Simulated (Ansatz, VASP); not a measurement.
**AlPt in two plane-wave programs**

One calculation is typed for both programs; each brings its own data sets. How far apart do they land? The cell is taken from a series of runs on this material, whose earlier steps may have relaxed, scaled, displaced or heated it; both programs get it as it stands.

Calculated with Ansatz 0.2.0; plane waves, with VASP 6.6.1 beside it; zone-centre phonons at PBEsol.

**1. The structure**

It takes space group Pm-3m (No. 221, cubic). The conventional cell has a = 3.061 Å, b = 3.061 Å, c = 3.061 Å, α = 90.00°, β = 90.00°, γ = 90.00°. Nearest to Al lie 8 Pt at 2.65 Å. Nearest to Pt lie 8 Al at 2.65 Å. Farther neighbours are not listed.

**2. VASP: zone-centre phonons, PBEsol**

Second derivatives magnify differences that forces hide, and they need a tight electronic threshold.

Lines of VASP's logs that name or quote its potential files are left out, and so is its time.

File INCAR:

```
SYSTEM = AlPt
PREC = Accurate
ENCUT = 500
EDIFF = 1E-08
NELM = 120
ISMEAR = 1
SIGMA = 0.15
LREAL = .FALSE.
ALGO = Normal
GGA = PS
NBANDS = 12
LASPH = .TRUE.
LORBIT = 11
LWAVE = .FALSE.
LCHARG = .FALSE.
ISIF = 2
IBRION = 8
GGA_COMPAT = .FALSE.
KPAR = 2
```

File POSCAR:

```
AlPt
1.0
    3.0605407501      0.0000000000      0.0000000000
    0.0000000000      3.0605407501      0.0000000000
    0.0000000000      0.0000000000      3.0605407501
Al Pt
1 1
Direct
    0.0000000000      0.0000000000      0.0000000000
    0.5000000000      0.5000000000      0.5000000000
```

File KPOINTS:

```
Automatic mesh
0
Gamma
12 12 12
0 0 0
```

The projector-augmented-wave data sets are Al and Pt (PBE family, release 64).

Launch:

```
$ mpirun -np 2 vasp_std
```

Numbers of over 12 decimals in the logs are rounded to 6 here.

Log:

```text
[banner, memory and clock lines left out]
running    2 mpi-ranks, on    1 nodes
 distrk:  each k-point on    1 cores,    2 groups
 distr:  one band on    1 cores,    1 groups

 POSCAR found type information on POSCAR AlPt
 POSCAR found :  2 types and       2 ions
|                                                                             |
|               ----> ADVICE to this user running VASP <----                  |
|                                                                             |
|     You enforced a specific xc type in the INCAR file but a different       |
|     [... a line on the potential file left out ...]
|     I HOPE YOU KNOW WHAT YOU ARE DOING!                                     |
|                                                                             |

 LDA part: xc-table for (Slater+PW92), standard interpolation
 POSCAR, INCAR and KPOINTS ok, starting setup
 FFT: planning ... GRIDC
 FFT: planning ... GRID_SOFT
 FFT: planning ... GRID
 WAVECAR not read
 entering main loop
       N       E                     dE             d eps       ncg     rms          rms(c)
DAV:   1     0.440844086923E+02    0.44084E+02   -0.55244E+03  2064   0.871E+02
DAV:   2    -0.123378109877E+02   -0.56422E+02   -0.51979E+02  2320   0.179E+02
DAV:   3    -0.135184364021E+02   -0.11806E+01   -0.11746E+01  2360   0.246E+01
DAV:   4    -0.135251517484E+02   -0.67153E-02   -0.67145E-02  2260   0.227E+00
DAV:   5    -0.135252234496E+02   -0.71701E-04   -0.71701E-04  2404   0.239E-01    0.113E+01
DAV:   6    -0.130118377656E+02    0.51339E+00   -0.23497E+00  2104   0.124E+01    0.425E+00
DAV:   7    -0.129591731528E+02    0.52665E-01   -0.64283E-02  2092   0.215E+00    0.254E+00
DAV:   8    -0.129374572082E+02    0.21716E-01   -0.17547E-02  2288   0.995E-01    0.250E-01
DAV:   9    -0.129373614803E+02    0.95728E-04   -0.53136E-04  2260   0.179E-01    0.882E-02
DAV:  10    -0.129373531844E+02    0.82958E-05   -0.58049E-05  2292   0.722E-02    0.959E-03
DAV:  11    -0.129373530091E+02    0.17539E-06   -0.12631E-06  2240   0.985E-03    0.319E-03
DAV:  12    -0.129373528741E+02    0.13499E-06   -0.11153E-07  2272   0.226E-03    0.744E-04
DAV:  13    -0.129373528357E+02    0.38356E-07   -0.37024E-09  1224   0.474E-04    0.109E-04
DAV:  14    -0.129373528364E+02   -0.68599E-09   -0.31449E-10  1156   0.153E-04
   1 F= -.12937353E+02 E0= -.12937374E+02  d E =0.641311E-04
 Linear response reoptimize wavefunctions to high precision
DAV:   1    -0.129373528395E+02   -0.31336E-08   -0.27475E-11  1272   0.461E-05
DAV:   2    -0.129373528395E+02   -0.53433E-11   -0.54268E-12  1148   0.186E-05
 Linear response DOF=           2
 Linear response progress:
  Degree of freedom:   1/  2
       N       E                     dE             d eps       ncg     rms          rms(c)
RMM:   1    -0.604877892368E-02   -0.60488E-02    0.32058E-03 10011   0.567E-01
RMM:   2    -0.596897319991E-02    0.79806E-04   -0.96846E-05  7256   0.826E-02    0.667E-02
RMM:   3    -0.587547276039E-02    0.93500E-04   -0.22927E-04  7296   0.856E-02    0.301E-02
RMM:   4    -0.591784250888E-02   -0.42370E-04   -0.77094E-05  7286   0.484E-02    0.910E-03
RMM:   5    -0.592099328341E-02   -0.31508E-05   -0.26968E-06  7342   0.123E-02    0.126E-03
RMM:   6    -0.592214757037E-02   -0.11543E-05   -0.11058E-07  7438   0.216E-03    0.504E-04
RMM:   7    -0.592141412713E-02    0.73344E-06   -0.39305E-08  7506   0.123E-03    0.150E-04
RMM:   8    -0.592149490334E-02   -0.80776E-07    0.53711E-10  7559   0.307E-04    0.397E-05
RMM:   9    -0.592153414626E-02   -0.39243E-07    0.17694E-08  7758   0.768E-05    0.387E-06
RMM:  10    -0.592154061771E-02   -0.64715E-08    0.72453E-09  7718   0.120E-05    0.442E-06
 first order change of Fermi-energy  -0.14278E-05
 force on displaced ion       1 direction 1 :  -4.397   0.000   0.000
 Linear response progress:
  Degree of freedom:   2/  2
       N       E                     dE             d eps       ncg     rms          rms(c)
RMM:   1    -0.249106167625E+00   -0.24911E+00   -0.24169E-01  7680   0.358E+00
RMM:   2    -0.248490137622E+00    0.61603E-03   -0.27246E-03  7190   0.388E-01    0.113E-01
RMM:   3    -0.248446609355E+00    0.43528E-04   -0.19785E-04  7876   0.984E-02    0.612E-02
RMM:   4    -0.248767524123E+00   -0.32091E-03   -0.32397E-04  7727   0.111E-01    0.946E-03
RMM:   5    -0.248673690924E+00    0.93833E-04   -0.11949E-05  7828   0.260E-02    0.368E-03
RMM:   6    -0.248693311564E+00   -0.19621E-04   -0.20838E-06  7843   0.941E-03    0.197E-03
RMM:   7    -0.248655448656E+00    0.37863E-04   -0.45681E-08  8063   0.178E-03    0.176E-04
RMM:   8    -0.248654427920E+00    0.10207E-05   -0.50283E-09  8157   0.408E-04    0.401E-05
RMM:   9    -0.248654259755E+00    0.16816E-06   -0.13631E-09  8385   0.604E-05    0.645E-06
RMM:  10    -0.248654210062E+00    0.49693E-07   -0.26701E-09  8408   0.741E-06    0.201E-06
RMM:  11    -0.248654235616E+00   -0.25554E-07   -0.10801E-09  7201   0.322E-06    0.142E-06
RMM:  12    -0.248654258904E+00   -0.23288E-07   -0.20850E-10  6617   0.327E-06    0.113E-07
RMM:  13    -0.248654259227E+00   -0.32383E-09    0.49996E-11  3473   0.202E-06    0.447E-08
 first order change of Fermi-energy   0.15427E-02
 force on displaced ion       2 direction 1 :  -4.395   0.000  -0.000
 Linear response finished
```

Parts of OUTCAR (step 2):

```text
ion  position               nearest neighbor table
   1  0.000  0.000  0.000-   2 2.65   2 2.65   2 2.65   2 2.65   2 2.65   2 2.65   2 2.65   2 2.65

  LATTYP: Found a simple cubic cell.
 ALAT       =     3.0605407501

 Subroutine GETGRP returns: Found 48 space group operations
 (whereof 48 operations were pure point group operations)

The static configuration has the point symmetry O_h .

 Found     84 irreducible k-points:

   k-points           NKPTS =     84   k-points in BZ     NKDIM =     84   number of bands    NBANDS=     12

   dimension x,y,z NGX =    24 NGY =   24 NGZ =   24
   dimension x,y,z NGXF=    48 NGYF=   48 NGZF=   48

   ENCUT  =  500.0 eV  36.75 Ry    6.06 a.u.   5.58  5.58  5.58*2*pi/ulx,y,z

   NELECT =      13.0000    total number of electrons

 k-points in reciprocal lattice and weights: Automatic mesh
   0.00000000  0.00000000  0.00000000       0.001
   0.08333333  0.00000000  0.00000000       0.003
   0.16666667  0.00000000  0.00000000       0.003
   0.25000000  0.00000000  0.00000000       0.003
   0.33333333  0.00000000  0.00000000       0.003
   0.41666667  0.00000000  0.00000000       0.003
   0.50000000  0.00000000  0.00000000       0.002
   0.08333333  0.08333333  0.00000000       0.007
   0.16666667  0.08333333  0.00000000       0.014
[...]
0.50000000  0.50000000  0.41666667       0.003
   0.50000000  0.50000000  0.50000000       0.001

 average (electrostatic) potential at core
       1 -69.5710       2 -63.2664

  Total       -0.0102946     -0.0102946     -0.0102946     -0.0000000      0.0000000     -0.0000000
  in kB       -0.5753423     -0.5753423     -0.5753423     -0.0000000      0.0000000     -0.0000000
  external PRESSURE =      -0.5753423 kB  Pullay stress =       0.0000000 kB

  energy-cutoff  :      500.00
  volume of cell :       28.67
      direct lattice vectors                 reciprocal lattice vectors
     3.060540750  0.000000000  0.000000000     0.326739646  0.000000000  0.000000000
     0.000000000  3.060540750  0.000000000     0.000000000  0.326739646  0.000000000
     0.000000000  0.000000000  3.060540750     0.000000000  0.000000000  0.326739646

 POSITION                                       TOTAL-FORCE (eV/Angst)
 -----------------------------------------------------------------------------------
      0.00000      0.00000      0.00000         0.000000      0.000000      0.000000
      1.53027      1.53027      1.53027         0.000000      0.000000      0.000000
 -----------------------------------------------------------------------------------
    total drift:                                0.000000     -0.000000     -0.000000

 Eigenvectors and eigenvalues of the dynamical matrix
 ----------------------------------------------------

   1 f  =    6.733225 THz    42.306099 2PiTHz  224.596203 cm-1    27.846368 meV
             X         Y         Z           dx          dy          dz
      0.000000  0.000000  0.000000     0.937308    0.000000   -0.000000
      1.530270  1.530270  1.530270    -0.348502    0.000000    0.000000

   2 f  =    6.733225 THz    42.306099 2PiTHz  224.596203 cm-1    27.846368 meV
             X         Y         Z           dx          dy          dz
      0.000000  0.000000  0.000000     0.000000   -0.937308   -0.000000
      1.530270  1.530270  1.530270    -0.000000    0.348502    0.000000

   3 f  =    6.733225 THz    42.306099 2PiTHz  224.596203 cm-1    27.846368 meV
             X         Y         Z           dx          dy          dz
      0.000000  0.000000  0.000000    -0.000000    0.000000    0.937308
      1.530270  1.530270  1.530270     0.000000    0.000000   -0.348502

   4 f/i=    0.000505 THz     0.003176 2PiTHz    0.016861 cm-1     0.002090 meV
             X         Y         Z           dx          dy          dz
      0.000000  0.000000  0.000000    -0.211519   -0.121550    0.248875
      1.530270  1.530270  1.530270    -0.568887   -0.326914    0.669359

   5 f/i=    0.000505 THz     0.003176 2PiTHz    0.016861 cm-1     0.002090 meV
             X         Y         Z           dx          dy          dz
      0.000000  0.000000  0.000000     0.015484   -0.317849   -0.142077
      1.530270  1.530270  1.530270     0.041645   -0.854866   -0.382122

   6 f/i=    0.000505 THz     0.003176 2PiTHz    0.016861 cm-1     0.002090 meV
             X         Y         Z           dx          dy          dz
      0.000000  0.000000  0.000000     0.276539   -0.075174    0.198315
      1.530270  1.530270  1.530270     0.743761   -0.202184    0.533374

 ELASTIC MODULI CONTR FROM IONIC RELAXATION (kBar)
 Direction    XX          YY          ZZ          XY          YZ          ZX
 --------------------------------------------------------------------------------
 XX           0.0000      0.0000      0.0000      0.0000      0.0000      0.0000
 YY           0.0000      0.0000      0.0000      0.0000      0.0000      0.0000
 ZZ           0.0000      0.0000      0.0000      0.0000      0.0000      0.0000
 XY           0.0000      0.0000      0.0000      0.0000      0.0000      0.0000
 YZ           0.0000      0.0000      0.0000      0.0000      0.0000      0.0000
 ZX           0.0000      0.0000      0.0000      0.0000      0.0000      0.0000
 --------------------------------------------------------------------------------
```

[end of part 1 of 2]

[Lines on the potential files, build, host, timing and source positions are cut from VASP's logs without a mark.]

[Logs are printed without paths, hosts, clocks, repeated set-up lines and the standing remarks that a program may print on its own settings, such as how far it seeks lower states.]

[Hosts, paths, dates, database ids (printed as entryN), source tags and the programs' standing remarks are cut or masked in the printed files.]
